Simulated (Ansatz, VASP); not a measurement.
## One calculation of HPbNO4, two programs

Contents of INCAR:

```
ALGO = Normal
EDIFF = 1E-7
ENCUT = 520
GGA = PE
ISIF = 2
ISMEAR = -1
KPAR = 4
LASPH = True
LCHARG = False
LREAL = False
LWAVE = False
NBANDS = 31
NELM = 80
PREC = Accurate
SIGMA = 0.05
```

File KPOINTS:

```
k-points
0
Gamma
  8 6 6
```

POSCAR

```
HPbNO4
1.0
    4.2466157797     -0.0003973154      0.0063173142
   -2.0700030685      5.1727976046     -0.0487406612
   -2.1095160806     -1.8532178777      4.8819230329
H Pb N O
1 1 1 4
Direct
    0.9907300000      0.0333000000      0.9099400000
    0.5027400000      0.8198900000      0.1428700000
    0.0083800000      0.4740800000      0.5026500000
    0.9981600000      0.9274100000      0.0287700000
    0.1946700000      0.7343500000      0.6085200000
    0.8167300000      0.3588200000      0.2455600000
    0.0138100000      0.3312100000      0.6521700000
```

Contents of input.yaml:

```yaml
crystal:
  lattice:
    - [4.2466157797, -0.0003973154, 0.0063173142]
    - [-2.0700030685, 5.1727976046, -0.0487406612]
    - [-2.1095160806, -1.8532178777, 4.8819230329]
  atoms:
    - { symbol: H, position: [0.99073, 0.0333, 0.90994] }
    - { symbol: Pb, position: [0.50274, 0.81989, 0.14287] }
    - { symbol: "N", position: [0.00838, 0.47408, 0.50265] }
    - { symbol: O, position: [0.99816, 0.92741, 0.02877] }
    - { symbol: O, position: [0.19467, 0.73435, 0.60852] }
    - { symbol: O, position: [0.81673, 0.35882, 0.24556] }
    - { symbol: O, position: [0.01381, 0.33121, 0.65217] }
hamiltonian:
  xc: pbe
  pseudopotentials: { kind: paw }
kpoints:
  mp_grid: { grid: [8, 6, 6] }
scf:
  occupations: { method: fermi_dirac, width: 0.05 }
output:
  forces: true
  stress: true
  eigenvalues: true
```

Change from the starting cell: volume scaled by 0.98.

Alike in both runs: task single point; functional PBE; k mesh 8 × 6 × 6; occupations fermi-dirac, width 0.05 eV; no spin polarisation.

|  | VASP | Ansatz |
| --- | --- | --- |
| version | VASP 6.6.1 | Ansatz 0.2.0 |
| potentials or method | VASP PAW PBE potentials, release 64 (H, Pb_d, N, O) | Ansatz PAW |
| plane-wave cutoff (eV) | 520 | 420 |
| valence electrons in the cell | 44 | 44 |

Ansatz gave:

- gap on the k mesh at the Fermi level (eV): 2.85
- least direct gap on the mesh (eV): 3.20
- pressure (GPa): 1.8
- largest component of the traceless stress (GPa): 0.90
- rms of the force components (eV/Å): 0.220

Question: Estimate VASP's values.

Answer: gap on the k mesh at the Fermi level (eV): 2.82; least direct gap on the mesh (eV): 3.17; pressure (GPa): 2.4; largest component of the traceless stress (GPa): 1.73; rms of the force components (eV/Å): 0.379.

Atom by atom the forces differ by 0.161 eV/Å (rms over components).

Caveats: spin-orbit coupling is left out, which as a rule narrows the gap of such compounds by several tenths of an eV; the standard files for N, O and F lose accuracy on very short bonds (VASP); the pressure holds a Pulay correction of +0.6 GPa for the finite cutoff (Ansatz). A k mesh can miss the band edges.
